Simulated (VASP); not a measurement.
Energy against volume of KMgF$_{3}$ (cubic perovskite). Level of theory: SCAN meta-GGA, VASP's PBE PAW potentials (set 64) (plane waves; VASP 6.6.1). Numerical set-up: 520 eV cut-off, 6×6×6 Γ-centred mesh, Gaussian smearing of 0.050 eV, potentials K_sv Mg F.

| V (Å³/atom) | E (eV/atom) |
|---|---|
| 11.672 | -8.33950 |
| 12.045 | -8.34972 |
| 12.417 | -8.35311 |
| 12.790 | -8.35071 |

Question: Fit these four points and predict the energy of the run at 13.162 Å³/atom.

Answer: A cubic in V^(−2/3), the third-order Birch-Murnaghan form, passes through the four points with V0 = 12.44 Å³/atom and B0 = 82 GPa, and gives -8.3434 eV/atom there. The run gave -8.3434 eV/atom, -0.0 meV/atom from the fit; all five points give B0 = 82 GPa.

The compound is KMgF3 in the cubic perovskite structure. It was relaxed first.
